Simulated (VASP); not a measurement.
# KHgF3 (Cmmm) in VASP: single point with LDA

Aim: the single point of KHgF3 with LDA.

Everything below comes from runs of VASP 6.6.1. Logs are shortened: lines on timing, memory, paths and dates and some standing lists are left out, and cuts for length are marked.

## (1) The crystal as given

It takes space group Cmmm (No. 65, orthorhombic). The conventional cell has a = 6.404 Å, b = 6.416 Å, c = 4.524 Å, α = 90.00°, β = 90.00°, γ = 90.00°. Around K (site symmetry mmm) lie 12 F at 3.20 to 3.21 Å. Hg (site symmetry mmm) is surrounded by 6 F at 2.26 to 2.27 Å. F (site symmetry 2/m) has 2 Hg at 2.27 Å as nearest neighbours. F (site symmetry mmm) is surrounded by 2 Hg at 2.26 Å.

The cell comes from a database or a generator and needn't be the stable form of this composition.

## (2) Single point, LDA

INCAR reads:

```
SYSTEM = KHgF3
PREC = Accurate ; ENCUT = 520
EDIFF = 1E-6 ; ISMEAR = 0
SIGMA = 0.03 ; LREAL = .FALSE.
LASPH = .TRUE. ; NELM = 100
ALGO = Fast ; ISIF = 2
LWAVE = .FALSE. ; LCHARG = .FALSE.
NBANDS = 29
```

KPOINTS reads:

```
Automatic mesh
0
G
  8 8 8
  0 0 0
```

POSCAR reads:

```
KHgF3
1.0
    3.2019669250     -3.2080963350      0.0000000000
    3.2019669250      3.2080963350      0.0000000000
    0.0000000000      0.0000000000      4.5243897350
K Hg F
1 1 3
Direct
    0.0000000000      0.0000000000      0.5000000000
    0.5000000000      0.5000000000      0.0000000000
    0.0000000000      0.5000000000      0.0000000000
    0.5000000000      0.0000000000      0.0000000000
    0.5000000000      0.5000000000      0.5000000000
```

Potentials or basis: VASP PAW LDA potentials, release 64 (K_sv, Hg, F).

On the command line:

```sh
$ cat potpaw_LDA.64/K_sv/POTCAR potpaw_LDA.64/Hg/POTCAR potpaw_LDA.64/F/POTCAR > POTCAR
$ mpirun -np 1 vasp_std > vasp.out
```

OUTCAR:

```text
SYSTEM = KHgF3
   PREC = Accurate
   ENCUT = 520
   EDIFF = 1E-6
   ISMEAR = 0
   LREAL = .FALSE.
   LASPH = .TRUE.
   NELM = 100
   ISIF = 2

 ion  position               nearest neighbor table
   1  0.000  0.000  0.500-
   2  0.500  0.500  0.000-   5 2.26   5 2.26   3 2.27   4 2.27   4 2.27   3 2.27
   3  0.000  0.500  0.000-   2 2.27   2 2.27
   4  0.500  0.000  0.000-   2 2.27   2 2.27
   5  0.500  0.500  0.500-   2 2.26   2 2.26

  LATTYP: Found a base centered orthorhombic cell.
 ALAT       =     6.4039338500
 B/A-ratio  =     1.0019142640
 C/A-ratio  =     0.7065016349

  Lattice vectors:

 A1 = (   3.2019669250,  -3.2080963350,   0.0000000000)
 A2 = (   3.2019669250,   3.2080963350,   0.0000000000)
 A3 = (   0.0000000000,   0.0000000000,   4.5243897350)

Analysis of symmetry for initial positions (statically):
=====================================================================
 Subroutine PRICEL returns:
 Original cell was already a primitive cell.

 Routine SETGRP: Setting up the symmetry group for a
 base centered orthorhombic supercell.

 Subroutine GETGRP returns: Found  8 space group operations
 (whereof  8 operations were pure point group operations)
 out of a pool of  8 trial point group operations.

The static configuration has the point symmetry D_2h.

Analysis of symmetry for dynamics (positions and initial velocities):
=====================================================================
 Subroutine PRICEL returns:
 Original cell was already a primitive cell.

 Routine SETGRP: Setting up the symmetry group for a
 base centered orthorhombic supercell.

 Subroutine GETGRP returns: Found  8 space group operations
 (whereof  8 operations were pure point group operations)
 out of a pool of  8 trial point group operations.

The dynamic configuration has the point symmetry D_2h.

 Subroutine INISYM returns: Found  8 space group operations
 (whereof  8 operations are pure point group operations),
 and found     1 'primitive' translations

----------------------------------------------------------------------------------------

                                     Primitive cell

  volume of cell :      92.9510

  direct lattice vectors                    reciprocal lattice vectors
     3.201966925 -3.208096335  0.000000000     0.156154018 -0.155855669  0.000000000
     3.201966925  3.208096335  0.000000000     0.156154018  0.155855669  0.000000000
     0.000000000  0.000000000  4.524389735     0.000000000  0.000000000  0.221024284

  length of vectors
     4.532601271  4.532601271  4.524389735     0.220624266  0.220624266  0.221024284

  position of ions in fractional coordinates (direct lattice)
     0.000000000  0.000000000  0.500000000
     0.500000000  0.500000000  0.000000000
     0.000000000  0.500000000  0.000000000
     0.500000000  0.000000000  0.000000000
     0.500000000  0.500000000  0.500000000

  ion indices of the primitive-cell ions
   primitive index   ion index
                 1           1
                 2           2
                 3           3
                 4           4
                 5           5

----------------------------------------------------------------------------------------

 KPOINTS: Automatic mesh

Automatic generation of k-mesh.
 Grid dimensions read from file:
 generate k-points for:    8    8    8

 Generating k-lattice:

  Cartesian coordinates                     Fractional coordinates (reciprocal lattice)
     0.019519252 -0.019481959  0.000000000     0.125000000  0.000000000  0.000000000
     0.019519252  0.019481959  0.000000000     0.000000000  0.125000000  0.000000000
     0.000000000  0.000000000  0.027628035     0.000000000  0.000000000  0.125000000

  Length of vectors
     0.027578033  0.027578033  0.027628035

  Shift w.r.t. Gamma in fractional coordinates (k-lattice)
     0.000000000  0.000000000  0.000000000

 Subroutine IBZKPT returns following result:
 ===========================================

 Found    105 irreducible k-points:

 Following reciprocal coordinates:
            Coordinates               Weight
  0.000000  0.000000  0.000000      1.000000
  0.125000  0.000000  0.000000      4.000000
  0.250000  0.000000  0.000000      4.000000
  0.375000  0.000000  0.000000      4.000000
  0.500000  0.000000  0.000000      2.000000
  0.125000  0.125000  0.000000      2.000000
[... 16 lines left out ...]
  0.125000  0.000000  0.125000      8.000000
  0.250000  0.000000  0.125000      8.000000
 [... further k-points ...]
   k-points           NKPTS =    105   k-points in BZ     NKDIM =    105   number of bands    NBANDS=     29
   number of dos      NEDOS =    301   number of ions     NIONS =      5
   total plane-waves  NPLWV =  46656
   dimension x,y,z NGX =    36 NGY =   36 NGZ =   36
   dimension x,y,z NGXF=    72 NGYF=   72 NGZF=   72
   ions per type =               1   1   3
   NGX,Y,Z   is equivalent  to a cutoff of  13.20, 13.20, 13.23 a.u.
   NGXF,Y,Z  is equivalent  to a cutoff of  26.41, 26.41, 26.46 a.u.
 SYSTEM =  KHgF3
   PREC   = accura    normal or accurate (medium, high low for compatibility)
   ISTART =      0    job   : 0-new  1-cont  2-samecut
   ICHARG =      2    charge: 1-file 2-atom 10-const
   ISPIN  =      1    spin polarized calculation?
   LNONCOLLINEAR =      F non collinear calculations
   LSORBIT =      F    spin-orbit coupling
   LASPH  =      T    aspherical Exc in radial PAW
   ENCUT  =  520.0 eV  38.22 Ry    6.18 a.u.   8.43  8.43  8.41*2*pi/ulx,y,z
   NELM   =    100;   NELMIN=  2; NELMDL= -5     # of ELM steps
   EDIFF  = 0.1E-05   stopping-criterion for ELM
   LREAL  =      F    real-space projection
   EDIFFG = 0.1E-04   stopping-criterion for IOM
   NSW    =      0    number of steps for IOM
   IBRION =     -1    ionic relax: 0-MD 1-quasi-New 2-CG
   NFREE  =      0    steps in history (QN), initial steepest desc. (CG)
   ISIF   =      2    stress and relaxation
   ISYM   =      2    0-nonsym 1-usesym 2-fastsym
   POTIM  = 0.5000    time-step for ionic-motion
   TEBEG  =    0.0;   TEEND  =   0.0 temperature during run
   PSTRESS=    0.0 pullay stress
   NELECT =      42.0000    total number of electrons
   NUPDOWN=      -1.0000    fix difference up-down
   EMIN   =  10.00;   EMAX   =-10.00  energy-range for DOS
   EFERMI =   0.00;   METHOD = LEGACY
   ISMEAR =     0;   SIGMA  =   0.03  broadening in eV -4-tet -1-fermi 0-gaus
   EFERMI_NEDOS =   21; number of points for ismear=-14 and -15
   IALGO  =     68    algorithm
   IMIX   =      4    mixing-type and parameters
     AMIX     =   0.40;   BMIX     =  1.00
     AMIX_MAG =   1.60;   BMIX_MAG =  1.00
  volume/ion in A,a.u.               =      18.59       125.45
  Fermi-wavevector in a.u.,A,eV,Ry     =   1.256242  2.373952 21.471939  1.578143
  Thomas-Fermi vector in A             =   2.389959
   LORBIT       =      0    0 simple, 1 ext, 2 COOP (PROOUT), +10 PAW based schemes
   GGA     = CA    functional components
   LHFCALC =     F    Hartree Fock is set to
   AEXX    =    0.0000 exact exchange contribution
   IVDW    =     0    specifies the selected vdW correction
   LEPSILON=     F    determine dielectric tensor
   LRPA    =     F    only Hartree local field effects (RPA)
 non-spin polarized calculation
 RMM-DIIS sequential band-by-band and
 Gauss-broadening in eV      SIGMA  =   0.03
  energy-cutoff  :      520.00
  volume of cell :       92.95
 maximum number of plane-waves:      2520
 NGX is ok and might be reduce to    36
   NGX = 17   NGY = 17   NGZ = 17

 number of electron      42.0000041 magnetization

 Free energy of the ion-electron system (eV)
  ---------------------------------------------------
  ext. energy  EPLUGINS =         0.00000000
  ---------------------------------------------------
  free energy    TOTEN  =       -18.63697931 eV

  energy without entropy =      -18.63697931  energy(sigma->0) =      -18.63697931

 E-fermi :  -1.0799     XC(G=0):  -9.3120

 val. band max:       -1.2403063448   @ k =   0.5000   0.5000   0.5000
 cond. band min:      -0.9194951274   @ k =   0.0000   0.0000   0.0000
 fundamental gap:      0.3208112173
 Fermi energy:        -1.0799284367

 k-point     1 :       0.0000    0.0000    0.0000
  band No.  band energies     occupation
      1     -29.3880      2.00000
      2     -22.5199      2.00000
      3     -22.2581      2.00000
      4     -22.2451      2.00000
      5     -13.0782      2.00000
      6     -13.0778      2.00000
[... 21 lines left out ...]
     28       8.0925      0.00000
     29       8.9885      0.00000

 k-point     2 :       0.1250    0.0000    0.0000
  band No.  band energies     occupation
      1     -29.3875      2.00000
      2     -22.5083      2.00000
      3     -22.2572      2.00000
      4     -22.2447      2.00000
      5     -13.0808      2.00000
      6     -13.0766      2.00000
[... 21 lines left out ...]
     28       8.0313      0.00000
     29       9.0367      0.00000

 k-point     3 :       0.2500    0.0000    0.0000
  band No.  band energies     occupation
      1     -29.3863      2.00000
      2     -22.4802      2.00000
      3     -22.2554      2.00000
      4     -22.2440      2.00000
      5     -13.0875      2.00000
      6     -13.0733      2.00000
[... 21 lines left out ...]
     28       8.0552      0.00000
     29       9.1156      0.00000

 k-point     4 :       0.3750    0.0000    0.0000
  band No.  band energies     occupation
      1     -29.3851      2.00000
      2     -22.4530      2.00000
      3     -22.2530      2.00000
      4     -22.2423      2.00000
      5     -13.0942      2.00000
      6     -13.0699      2.00000
[... 597 lines left out ...]
     28       8.0241      0.00000
     29       9.0603      0.00000

 k-point    23 :       0.1250    0.0000    0.1250
  band No.  band energies     occupation
      1     -29.3870      2.00000
      2     -22.4951      2.00000
      3     -22.2578      2.00000
      4     -22.2443      2.00000
      5     -13.0824      2.00000
      6     -13.0767      2.00000
[... 21 lines left out ...]
     28       8.0236      0.00000
     29       8.8498      0.00000

 k-point    24 :       0.2500    0.0000    0.1250
  band No.  band energies     occupation
      1     -29.3858      2.00000
      2     -22.4664      2.00000
      3     -22.2561      2.00000
      4     -22.2436      2.00000
      5     -13.0891      2.00000
      6     -13.0757      2.00000
[... 21 lines left out ...]
     28       8.0448      0.00000
     29       8.8504      0.00000

 [... further k-points ...]

------------------------ aborting loop because EDIFF is reached ----------------------------------------

  FORCE on cell =-STRESS in cart. coord.  units (eV):
  Direction    XX          YY          ZZ          XY          YZ          ZX
  --------------------------------------------------------------------------------------
  -------------------------------------------------------------------------------------
  Total       -1.8856442     -1.8998915     -1.8294698      0.0000000      0.0000000      0.0000000
  in kB      -32.5024497    -32.7480274    -31.5341823      0.0000000      0.0000000      0.0000000
  external PRESSURE =     -32.2615532 kB  Pullay stress =       0.0000000 kB

 VOLUME and BASIS-vectors are now :
 -----------------------------------------------------------------------------
  energy-cutoff  :      520.00
  volume of cell :       92.95
      direct lattice vectors                 reciprocal lattice vectors
     3.201966925 -3.208096335  0.000000000     0.156154018 -0.155855669  0.000000000
     3.201966925  3.208096335  0.000000000     0.156154018  0.155855669  0.000000000
     0.000000000  0.000000000  4.524389735     0.000000000  0.000000000  0.221024284

 POSITION                                       TOTAL-FORCE (eV/Angst)
 -----------------------------------------------------------------------------------
      0.00000      0.00000      2.26219         0.000000     -0.000000      0.000000
      3.20197      0.00000      0.00000         0.000000      0.000000      0.000000
      1.60098      1.60405      0.00000         0.000000      0.000000      0.000000
      1.60098     -1.60405      0.00000         0.000000      0.000000      0.000000
      3.20197      0.00000      2.26219        -0.000000     -0.000000      0.000000
 -----------------------------------------------------------------------------------
    total drift:                                0.000000      0.000000     -0.000000

  FREE ENERGIE OF THE ION-ELECTRON SYSTEM (eV)
  ---------------------------------------------------
  free  energy   TOTEN  =       -18.6369793078 eV

  energy  without entropy=      -18.6369793078  energy(sigma->0) =      -18.63697931
```

It took 6 min on 1 thread of Intel Xeon Platinum 8259CL at 2.50GHz (Skylake/Cascade Lake), shared host; peak memory 0.37 GiB.

What came out:

| Item | Value |
| --- | --- |
| Free energy | -18.6370 eV |
| Pressure | -3.2 GPa |
| Band gap on the k mesh | 0.32 eV, indirect (least direct gap 2.89 eV) |

Stress tensor (GPa, compression positive):
```
-3.25  0.00  0.00
 0.00 -3.27  0.00
 0.00  0.00 -3.15
```

Levels at points of the mesh, in eV from the valence-band top:
| k point | band 19 | band 20 | band 21 | band 22 | band 23 | band 24 |
| --- | --- | --- | --- | --- | --- | --- |
| (0.00, 0.00, 0.00) | -2.58 | -2.57 | -2.57 | 0.32 | 6.21 | 7.15 |
| (0.50, 0.00, 0.00) | -2.15 | -2.13 | -2.13 | 3.00 | 5.42 | 7.79 |
| (0.50, 0.50, 0.00) | -2.16 | -2.16 | -0.01 | 4.30 | 6.98 | 6.98 |
| (0.00, 0.00, 0.50) | -2.15 | -2.13 | -2.13 | 3.02 | 5.43 | 7.79 |
| (0.50, 0.00, 0.50) | -2.16 | -2.16 | 0.00 | 4.31 | 6.98 | 6.99 |
| (0.50, 0.50, 0.50) | -2.13 | -0.01 | 0.00 | 5.59 | 6.37 | 6.37 |

Caveat: spin-orbit coupling is left out, which moves the levels of the heavy elements.
